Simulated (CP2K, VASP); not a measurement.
An input for CP2K (LDA (Pade form), GPW, DZVP-MOLOPT-SR-GTH basis, GTH-PADE potentials (GTH_POTENTIALS)):

```
&GLOBAL
  PROJECT mgtlf3
  RUN_TYPE ENERGY_FORCE
  PRINT_LEVEL MEDIUM
&END GLOBAL
&FORCE_EVAL
  METHOD Quickstep
  STRESS_TENSOR ANALYTICAL
  &DFT
    BASIS_SET_FILE_NAME BASIS_MOLOPT
    POTENTIAL_FILE_NAME GTH_POTENTIALS
    &QS
      METHOD GPW
      EPS_DEFAULT 1E-10
    &END QS
    &MGRID
      CUTOFF 1000
      REL_CUTOFF 40
      NGRIDS 5
    &END MGRID
    &SCF
      SCF_GUESS ATOMIC
      EPS_SCF 1E-6
      MAX_SCF 100
      ADDED_MOS 8
      &DIAGONALIZATION
        ALGORITHM STANDARD
      &END DIAGONALIZATION
      &MIXING
        METHOD BROYDEN_MIXING
        ALPHA 0.2
        NBUFFER 10
        BETA 1
      &END MIXING
    &END SCF
    &KPOINTS
      SCHEME MONKHORST-PACK 7 7 7
    &END KPOINTS
    &XC
      &XC_FUNCTIONAL PADE
      &END XC_FUNCTIONAL
    &END XC
    &PRINT
      &MO
        EIGENVALUES T
        OCCUPATION_NUMBERS T
        NDIGITS 8
        FILENAME mo
        &EACH
          QS_SCF 0
        &END EACH
        ADD_LAST NUMERIC
      &END MO
      &MULLIKEN ON
      &END MULLIKEN
    &END PRINT
  &END DFT
  &SUBSYS
    &CELL
      ABC 4.07704000 4.07636500 4.07636476
      ALPHA_BETA_GAMMA 90.03498441 90.00000000 90.00000000
      PERIODIC XYZ
    &END CELL
    &COORD
      SCALED
      Mg       0.00000000     0.49922000     0.49922000
      Tl       0.50000000     0.99775000     0.99775000
      F        0.50000000     0.49741000     0.49741000
      F        0.00000000     0.99826000     0.49736000
      F        0.00000000     0.49736000     0.99826000
    &END COORD
    &KIND Mg
      BASIS_SET DZVP-MOLOPT-SR-GTH-q10
      POTENTIAL GTH-PADE-q10
    &END KIND
    &KIND Tl
      BASIS_SET DZVP-MOLOPT-SR-GTH-q13
      POTENTIAL GTH-PADE-q13
    &END KIND
    &KIND F
      BASIS_SET DZVP-MOLOPT-SR-GTH-q7
      POTENTIAL GTH-PADE-q7
    &END KIND
  &END SUBSYS
  &PRINT
    &FORCES ON
    &END FORCES
    &STRESS_TENSOR ON
    &END STRESS_TENSOR
  &END PRINT
&END FORCE_EVAL
```

**Question.** Translate it to VASP.

**Answer.** One set of files that does it:

**POSCAR**
```
MgTlF3
1.0
  4.0770400000   0.0000000000   0.0000000000
  0.0000000000   2.8833050000   2.8815450000
  0.0000000000  -2.8833050000   2.8815450000
Mg Tl F
1 1 3
Direct
  0.0000000000   0.4992200000   0.4992200000
  0.5000000000   0.9977500000   0.9977500000
  0.5000000000   0.4974100000   0.4974100000
  0.0000000000   0.9982600000   0.4973600000
  0.0000000000   0.4973600000   0.9982600000
```

INCAR:
```
LWAVE = .FALSE.
EDIFF = 1E-6
LCHARG = .FALSE.
ALGO = Normal   # blocked Davidson
ISIF = 2
NELM = 100   # most electronic steps
LMAXMIX = 4
SYSTEM = MgTlF3
ISMEAR = 0   # Gaussian
ENCUT = 400   # plane-wave cut-off (eV)
PREC = Accurate
LASPH = .TRUE.   # aspherical one-centre terms
SIGMA = 0.01   # width (eV)
LREAL = .FALSE.
```

### KPOINTS
```
K-points
0
Gamma
  7 7 7
```

POTCAR, in this order: Mg Tl_d F (LDA.64 set). Program: vasp_std.

Both are inputs of real runs that ended normally. What can't carry over is the choice of potentials or basis and its cut-off, and each code's defaults.

Fixed occupations appear in VASP as a very narrow Gaussian smearing.

VASP's LDA is the Perdew-Zunger fit; the other code's may be Perdew-Wang, which differs slightly.

The structure comes from a computed database's MgTlF3 entry (Amm2); how it stands against other phases isn't given here. The cell was not relaxed at this level, and it may have been scaled.
